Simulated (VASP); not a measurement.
Input:

```yaml
crystal:
  lattice:
    - [4.75777, 0.00000, 0.00000]
    - [0.00000, 4.75777, 0.00000]
    - [0.00000, 0.00000, 4.75777]
  atoms:
    - { symbol: Al, position: [0.84445, 0.84445, 0.84445] }
    - { symbol: Al, position: [0.65555, 0.15555, 0.34445] }
    - { symbol: Al, position: [0.34445, 0.65555, 0.15555] }
    - { symbol: Al, position: [0.15555, 0.34445, 0.65555] }
    - { symbol: Pd, position: [0.14823, 0.14823, 0.14823] }
    - { symbol: Pd, position: [0.35177, 0.85177, 0.64823] }
    - { symbol: Pd, position: [0.64823, 0.35177, 0.85177] }
    - { symbol: Pd, position: [0.85177, 0.64823, 0.35177] }
```

Calculation: PBEsol GGA, VASP's PBE PAW potentials (set 64) (plane waves; VASP). Numerical set-up: 300 eV cut-off, 5×5×5 Γ-centred mesh, Gaussian smearing of 0.20 eV, potentials Al Pd.

Problem. Give the energies of bands 17 to 30 at the high-symmetry points, in eV from the Fermi level.

Solution. 
```json
[
 {"band": "17", "Γ": "-3.26", "X": "-3.46", "M": "-3.38", "R": "-2.97", "X1": "-3.46"},
 {"band": "18", "Γ": "-3.26", "X": "-3.46", "M": "-3.38", "R": "-2.97", "X1": "-3.46"},
 {"band": "19", "Γ": "-3.26", "X": "-2.79", "M": "-3.27", "R": "-2.97", "X1": "-2.79"},
 {"band": "20", "Γ": "-2.42", "X": "-2.79", "M": "-3.27", "R": "-2.97", "X1": "-2.79"},
 {"band": "21", "Γ": "-2.42", "X": "-2.49", "M": "-2.67", "R": "-2.71", "X1": "-2.49"},
 {"band": "22", "Γ": "-1.65", "X": "-2.49", "M": "-2.67", "R": "-2.71", "X1": "-2.49"},
 {"band": "23", "Γ": "-1.65", "X": "-1.63", "M": "-2.46", "R": "-2.71", "X1": "-1.63"},
 {"band": "24", "Γ": "-1.65", "X": "-1.63", "M": "-2.46", "R": "-2.71", "X1": "-1.63"},
 {"band": "25", "Γ": "-0.37", "X": "-0.59", "M": "0.40", "R": "-1.02", "X1": "-0.59"},
 {"band": "26", "Γ": "-0.37", "X": "-0.59", "M": "0.40", "R": "-1.02", "X1": "-0.59"},
 {"band": "27", "Γ": "-0.37", "X": "1.40", "M": "1.04", "R": "-1.02", "X1": "1.40"},
 {"band": "28", "Γ": "4.27", "X": "1.40", "M": "1.04", "R": "-1.02", "X1": "1.40"},
 {"band": "29", "Γ": "4.27", "X": "2.41", "M": "3.23", "R": "7.03", "X1": "2.41"},
 {"band": "30", "Γ": "4.27", "X": "2.41", "M": "3.23", "R": "7.03", "X1": "2.41"}
]
```

It has no gap at this level: it comes out as a metal or semimetal.

The structure comes from a computed database's AlPd entry (P2_13); how it stands against other phases isn't given here. The cell was not relaxed at this level.
